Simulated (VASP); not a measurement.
# YMgF3 (Pm-3m) in VASP: notebook

The runs below take YMgF3 through single point, relaxation of cell and atoms, with PBE.

All numbers are computed with VASP 6.6.1; they aren't measurements. Logs are shortened: lines on timing, memory, paths and dates and some standing lists are left out, and cuts for length are marked.

**1. The cell of the first run**

The structure is cubic, space group Pm-3m (No. 221). Conventional cell: a = 4.513 Å, b = 4.513 Å, c = 4.513 Å, α = 90.00°, β = 90.00°, γ = 90.00°. Around Y (site symmetry m-3m) lie 6 F at 2.26 Å. Mg (site symmetry m-3m) is surrounded by 12 F at 3.19 Å. F (site symmetry 4/mmm) is surrounded by 2 Y at 2.26 Å.

The cell was built by a generator and needn't be a form met in nature.

**2. Single point, PBE (species swapped into the RbBiO3 type (Pm-3m, No. 221))**

INCAR

```
ALGO     = Normal         # electronic algorithm
EDIFF    = 1E-7           # SCF threshold, eV
ENCUT    = 520            # plane-wave cutoff, eV
GGA      = PE             # functional
ISIF     = 2              # what is computed and relaxed
ISMEAR   = 0              # smearing method
LASPH    = True           # aspherical terms in the spheres
LCHARG   = True           # write CHGCAR
LELF     = True           # ELF
LREAL    = False          # projectors in reciprocal space
LVHAR    = True         
LWAVE    = False          # write WAVECAR
NBANDS   = 25             # bands
NELM     = 60             # most SCF steps
PREC     = Accurate       # precision mode
SIGMA    = 0.1            # smearing width, eV
```

KPOINTS

```
k-points
0
Gamma
  4 4 4
```

POSCAR

```
YMgF3
1.0
    4.5133404367      0.0000000000      0.0000000000
    0.0000000000      4.5133404367      0.0000000000
    0.0000000000      0.0000000000      4.5133404367
Y Mg F
1 1 3
Direct
    0.5000000000      0.5000000000      0.5000000000
    0.0000000000      0.0000000000      0.0000000000
    0.5000000000      0.5000000000      0.0000000000
    0.5000000000      0.0000000000      0.5000000000
    0.0000000000      0.5000000000      0.5000000000
```

Potentials or basis: VASP PAW PBE potentials, release 64 (Y_sv, Mg, F).

Started as:

```
$ cat potpaw_PBE.64/Y_sv/POTCAR potpaw_PBE.64/Mg/POTCAR potpaw_PBE.64/F/POTCAR > POTCAR
$ mpirun -np 1 vasp_std > vasp.out
```

OUTCAR:

```text
EDIFF = 1E-7
   ENCUT = 520
   GGA = PE
   ISIF = 2
   ISMEAR = 0
   LASPH = True
   LREAL = False
   NELM = 60
   PREC = Accurate

 ion  position               nearest neighbor table
   1  0.500  0.500  0.500-   3 2.26   4 2.26   5 2.26   3 2.26   4 2.26   5 2.26   2 3.91   2 3.91
                             2 3.91   2 3.91   2 3.91   2 3.91   2 3.91   2 3.91
   2  0.000  0.000  0.000-   1 3.91   1 3.91   1 3.91   1 3.91   1 3.91   1 3.91   1 3.91   1 3.91

   3  0.500  0.500  0.000-   1 2.26   1 2.26
   4  0.500  0.000  0.500-   1 2.26   1 2.26
   5  0.000  0.500  0.500-   1 2.26   1 2.26

  LATTYP: Found a simple cubic cell.
 ALAT       =     4.5133404367

  Lattice vectors:

 A1 = (   4.5133404367,   0.0000000000,   0.0000000000)
 A2 = (   0.0000000000,   4.5133404367,   0.0000000000)
 A3 = (   0.0000000000,   0.0000000000,   4.5133404367)

Analysis of symmetry for initial positions (statically):
=====================================================================
 Subroutine PRICEL returns:
 Original cell was already a primitive cell.

 Routine SETGRP: Setting up the symmetry group for a
 simple cubic supercell.

 Subroutine GETGRP returns: Found 48 space group operations
 (whereof 48 operations were pure point group operations)
 out of a pool of 48 trial point group operations.

The static configuration has the point symmetry O_h .

Analysis of symmetry for dynamics (positions and initial velocities):
=====================================================================
 Subroutine PRICEL returns:
 Original cell was already a primitive cell.

 Routine SETGRP: Setting up the symmetry group for a
 simple cubic supercell.

 Subroutine GETGRP returns: Found 48 space group operations
 (whereof 48 operations were pure point group operations)
 out of a pool of 48 trial point group operations.

The dynamic configuration has the point symmetry O_h .

 Subroutine INISYM returns: Found 48 space group operations
 (whereof 48 operations are pure point group operations),
 and found     1 'primitive' translations

----------------------------------------------------------------------------------------

                                     Primitive cell

  volume of cell :      91.9378

  direct lattice vectors                    reciprocal lattice vectors
     4.513340437  0.000000000  0.000000000     0.221565382  0.000000000  0.000000000
     0.000000000  4.513340437  0.000000000     0.000000000  0.221565382  0.000000000
     0.000000000  0.000000000  4.513340437     0.000000000  0.000000000  0.221565382

  length of vectors
     4.513340437  4.513340437  4.513340437     0.221565382  0.221565382  0.221565382

  position of ions in fractional coordinates (direct lattice)
     0.500000000  0.500000000  0.500000000
     0.000000000  0.000000000  0.000000000
     0.500000000  0.500000000  0.000000000
     0.500000000  0.000000000  0.500000000
     0.000000000  0.500000000  0.500000000

  ion indices of the primitive-cell ions
   primitive index   ion index
                 1           1
                 2           2
                 3           3
                 4           4
                 5           5

----------------------------------------------------------------------------------------

 KPOINTS: k-points

Automatic generation of k-mesh.
 Grid dimensions read from file:
 generate k-points for:    4    4    4

 Generating k-lattice:

  Cartesian coordinates                     Fractional coordinates (reciprocal lattice)
     0.055391346  0.000000000  0.000000000     0.250000000  0.000000000  0.000000000
     0.000000000  0.055391346  0.000000000     0.000000000  0.250000000  0.000000000
     0.000000000  0.000000000  0.055391346     0.000000000  0.000000000  0.250000000

  Length of vectors
     0.055391346  0.055391346  0.055391346

  Shift w.r.t. Gamma in fractional coordinates (k-lattice)
     0.000000000  0.000000000  0.000000000

 Subroutine IBZKPT returns following result:
 ===========================================

 Found     10 irreducible k-points:

 Following reciprocal coordinates:
            Coordinates               Weight
  0.000000  0.000000  0.000000      1.000000
  0.250000  0.000000  0.000000      6.000000
  0.500000  0.000000  0.000000      3.000000
  0.250000  0.250000  0.000000     12.000000
  0.500000  0.250000  0.000000     12.000000
  0.500000  0.500000  0.000000      3.000000
  0.250000  0.250000  0.250000      8.000000
  0.500000  0.250000  0.250000     12.000000
  0.500000  0.500000  0.250000      6.000000
  0.500000  0.500000  0.500000      1.000000
   k-points           NKPTS =     10   k-points in BZ     NKDIM =     10   number of bands    NBANDS=     25
   number of dos      NEDOS =    301   number of ions     NIONS =      5
   total plane-waves  NPLWV =  46656
   dimension x,y,z NGX =    36 NGY =   36 NGZ =   36
   dimension x,y,z NGXF=    72 NGYF=   72 NGZF=   72
   ions per type =               1   1   3
   NGX,Y,Z   is equivalent  to a cutoff of  13.26, 13.26, 13.26 a.u.
   NGXF,Y,Z  is equivalent  to a cutoff of  26.52, 26.52, 26.52 a.u.
 SYSTEM =  unknown system
   PREC   = accura    normal or accurate (medium, high low for compatibility)
   ISTART =      0    job   : 0-new  1-cont  2-samecut
   ICHARG =      2    charge: 1-file 2-atom 10-const
   ISPIN  =      1    spin polarized calculation?
   LNONCOLLINEAR =      F non collinear calculations
   LSORBIT =      F    spin-orbit coupling
   LASPH  =      T    aspherical Exc in radial PAW
   ENCUT  =  520.0 eV  38.22 Ry    6.18 a.u.   8.39  8.39  8.39*2*pi/ulx,y,z
   NELM   =     60;   NELMIN=  2; NELMDL= -5     # of ELM steps
   EDIFF  = 0.1E-06   stopping-criterion for ELM
   LREAL  =      F    real-space projection
   EDIFFG = 0.1E-05   stopping-criterion for IOM
   NSW    =      0    number of steps for IOM
   IBRION =     -1    ionic relax: 0-MD 1-quasi-New 2-CG
   NFREE  =      0    steps in history (QN), initial steepest desc. (CG)
   ISIF   =      2    stress and relaxation
   ISYM   =      2    0-nonsym 1-usesym 2-fastsym
   POTIM  = 0.5000    time-step for ionic-motion
   TEBEG  =    0.0;   TEEND  =   0.0 temperature during run
   PSTRESS=    0.0 pullay stress
   NELECT =      34.0000    total number of electrons
   NUPDOWN=      -1.0000    fix difference up-down
   EMIN   =  10.00;   EMAX   =-10.00  energy-range for DOS
   EFERMI =   0.00;   METHOD = LEGACY
   ISMEAR =     0;   SIGMA  =   0.10  broadening in eV -4-tet -1-fermi 0-gaus
   EFERMI_NEDOS =   21; number of points for ismear=-14 and -15
   IALGO  =     38    algorithm
   IMIX   =      4    mixing-type and parameters
     AMIX     =   0.40;   BMIX     =  1.00
     AMIX_MAG =   1.60;   BMIX_MAG =  1.00
  volume/ion in A,a.u.               =      18.39       124.09
  Fermi-wavevector in a.u.,A,eV,Ry     =   1.175086  2.220591 18.787298  1.380827
  Thomas-Fermi vector in A             =   2.311473
   LORBIT       =      0    0 simple, 1 ext, 2 COOP (PROOUT), +10 PAW based schemes
   GGA     = PE    functional components
   LHFCALC =     F    Hartree Fock is set to
   AEXX    =    0.0000 exact exchange contribution
   IVDW    =     0    specifies the selected vdW correction
   LEPSILON=     F    determine dielectric tensor
   LRPA    =     F    only Hartree local field effects (RPA)
 non-spin polarized calculation
 Gauss-broadening in eV      SIGMA  =   0.10
  energy-cutoff  :      520.00
  volume of cell :       91.94
 maximum number of plane-waves:      2517
 NGX is ok and might be reduce to    36
   NGX = 17   NGY = 17   NGZ = 17

 number of electron      34.0000030 magnetization

 Free energy of the ion-electron system (eV)
  ---------------------------------------------------
  ext. energy  EPLUGINS =         0.00000000
  ---------------------------------------------------
  free energy    TOTEN  =       -27.74683131 eV

  energy without entropy =      -27.74683131  energy(sigma->0) =      -27.74683131

 E-fermi :   3.2059     XC(G=0):  -8.7135

 val. band max:        2.7968667678   @ k =   0.5000   0.5000   0.0000
 cond. band min:       3.6121214314   @ k =   0.5000   0.0000   0.0000
 fundamental gap:      0.8152546636
 Fermi energy:         3.2058802734

 k-point     1 :       0.0000    0.0000    0.0000
  band No.  band energies     occupation
      1     -41.8393      2.00000
      2     -22.5184      2.00000
      3     -22.4632      2.00000
      4     -22.4632      2.00000
      5     -21.8502      2.00000
      6     -21.8502      2.00000
[... 17 lines left out ...]
     24       7.7096      0.00000
     25       7.7096      0.00000

 k-point     2 :       0.2500    0.0000    0.0000
  band No.  band energies     occupation
      1     -41.8372      2.00000
      2     -23.2057      2.00000
      3     -22.4981      2.00000
      4     -22.4619      2.00000
      5     -21.8480      2.00000
      6     -21.8480      2.00000
[... 17 lines left out ...]
     24       8.0525      0.00000
     25       8.0525      0.00000

 k-point     3 :       0.5000    0.0000    0.0000
  band No.  band energies     occupation
      1     -41.8350      2.00000
      2     -23.5674      2.00000
      3     -22.4973      2.00000
      4     -22.4607      2.00000
      5     -21.8457      2.00000
      6     -21.8457      2.00000
[... 160 lines left out ...]
 k-point     9 :       0.5000    0.5000    0.2500
  band No.  band energies     occupation
      1     -41.8286      2.00000
      2     -23.5611      2.00000
      3     -23.5611      2.00000
      4     -23.1979      2.00000
      5     -20.9442      2.00000
      6     -20.3979      2.00000
[... 17 lines left out ...]
     24       7.4878      0.00000
     25       8.9620      0.00000

 k-point    10 :       0.5000    0.5000    0.5000
  band No.  band energies     occupation
      1     -41.8264      2.00000
      2     -23.5590      2.00000
      3     -23.5590      2.00000
      4     -23.5590      2.00000
      5     -20.3968      2.00000
      6     -20.3968      2.00000
[... 17 lines left out ...]
     24       8.3646      0.00000
     25       8.3646      0.00000

------------------------ aborting loop because EDIFF is reached ----------------------------------------

  FORCE on cell =-STRESS in cart. coord.  units (eV):
  Direction    XX          YY          ZZ          XY          YZ          ZX
  --------------------------------------------------------------------------------------
  -------------------------------------------------------------------------------------
  Total       -0.0682676     -0.0682676     -0.0682676     -0.0000000     -0.0000000      0.0000000
  in kB       -1.1896822     -1.1896822     -1.1896822     -0.0000000     -0.0000000      0.0000000
  external PRESSURE =      -1.1896822 kB  Pullay stress =       0.0000000 kB

 VOLUME and BASIS-vectors are now :
 -----------------------------------------------------------------------------
  energy-cutoff  :      520.00
  volume of cell :       91.94
      direct lattice vectors                 reciprocal lattice vectors
     4.513340437  0.000000000  0.000000000     0.221565382  0.000000000  0.000000000
     0.000000000  4.513340437  0.000000000     0.000000000  0.221565382  0.000000000
     0.000000000  0.000000000  4.513340437     0.000000000  0.000000000  0.221565382

 POSITION                                       TOTAL-FORCE (eV/Angst)
 -----------------------------------------------------------------------------------
      2.25667      2.25667      2.25667         0.000000      0.000000      0.000000
      0.00000      0.00000      0.00000         0.000000      0.000000      0.000000
      2.25667      2.25667      0.00000         0.000000      0.000000      0.000000
      2.25667      0.00000      2.25667         0.000000      0.000000      0.000000
      0.00000      2.25667      2.25667         0.000000      0.000000      0.000000
 -----------------------------------------------------------------------------------
    total drift:                                0.000000      0.000000      0.000000

  FREE ENERGIE OF THE ION-ELECTRON SYSTEM (eV)
  ---------------------------------------------------
  free  energy   TOTEN  =       -27.7468313059 eV

  energy  without entropy=      -27.7468313056  energy(sigma->0) =      -27.74683131
```

Wall time 23 s (1 thread of Intel Xeon 6975P-C (Granite Rapids), shared host); peak memory 0.21 GiB.

What came out:

* Free energy: -27.7468 eV
* Pressure: -0.1 GPa
* Band gap on the k mesh: 0.82 eV, indirect (least direct gap 1.47 eV)

A k mesh can miss the band edges.

(Part 1 of 2 ends here.)
